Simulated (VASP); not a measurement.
VASP ran on this input.

INCAR:
```
! general
SYSTEM  = ZnCu2SiTe4
PREC    = Accurate
ENCUT   = 300   ! plane-wave cut-off (eV)
LREAL   = .FALSE.   ! projection in real space or not
LASPH   = .TRUE.   ! aspherical one-centre terms

! electronic loop
EDIFF   = 1E-6   ! SCF stop (eV)
NELM    = 100   ! most electronic steps
ALGO    = Normal
LMAXMIX = 4   ! l cut-off of mixed one-centre charges

! smearing
ISMEAR  = -1   ! Fermi-Dirac
SIGMA   = 0.1   ! width (eV)

! functional
GGA     = PS

! ions
ISIF    = 2   ! forces and stress, cell fixed

! output
LWAVE   = .FALSE.
LCHARG  = .FALSE.
```

KPOINTS:
```
Automatic mesh
0
Gamma
3 3 3
0 0 0
```

File POSCAR:
```
ZnCu2SiTe4
1
   -2.9885450000     2.9885450000     5.9464150000
    2.9885450000    -2.9885450000     5.9464150000
    2.9885450000     2.9885450000    -5.9464150000
Zn Si Cu Te
1 1 2 4
Direct
  0.0000000000   0.0000000000   0.0000000000
  0.5000000000   0.5000000000   0.0000000000
  0.7500000000   0.2500000000   0.5000000000
  0.2500000000   0.7500000000   0.5000000000
  0.3876700000   0.8714700000   0.0000000000
  0.1285300000   0.1285300000   0.5162000000
  0.8714700000   0.3876700000   0.0000000000
  0.6123300000   0.6123300000   0.4838000000
```

POTCAR, in this order: Zn Si Cu Te (PBE.64 set). Program: vasp_std.

Q: Translate this PBEsol calculation to Ansatz.

A: One equivalent input (not run):
Ansatz 0.2 input:
```yaml
crystal:
  lattice:
    - [-2.9885450, 2.9885450, 5.9464150]
    - [2.9885450, -2.9885450, 5.9464150]
    - [2.9885450, 2.9885450, -5.9464150]
  atoms:
    - { symbol: Zn, position: [0.0000000, 0.0000000, 0.0000000] }
    - { symbol: Si, position: [0.5000000, 0.5000000, 0.0000000] }
    - { symbol: Cu, position: [0.7500000, 0.2500000, 0.5000000] }
    - { symbol: Cu, position: [0.2500000, 0.7500000, 0.5000000] }
    - { symbol: Te, position: [0.3876700, 0.8714700, 0.0000000] }
    - { symbol: Te, position: [0.1285300, 0.1285300, 0.5162000] }
    - { symbol: Te, position: [0.8714700, 0.3876700, 0.0000000] }
    - { symbol: Te, position: [0.6123300, 0.6123300, 0.4838000] }
kpoints:
  mp_grid: { grid: [3, 3, 3] }
hamiltonian:
  xc: pbesol
  pseudopotentials: { kind: paw }
scf:
  occupations: { method: fermi_dirac, width: 0.1 }
  max_iter: 100
output: { forces: true, stress: true, eigenvalues: true }
```
Limits of the translation: each code has its own PAW files, so the cut-off isn't converted (ENCUT is set for VASP's; basis.ecutwfc is left out, and Ansatz then takes the one that its files recommend); Ansatz stops its SCF on the density residual and VASP on the energy change (EDIFF).

The structure comes from a computed database's ZnCu2SiTe4 entry (I-42m); how it stands against other phases isn't given here. The cell was not relaxed at this level. The k-mesh is coarse (spacing up to 0.50 per Å, 2π included), so the numbers may not be converged in it.
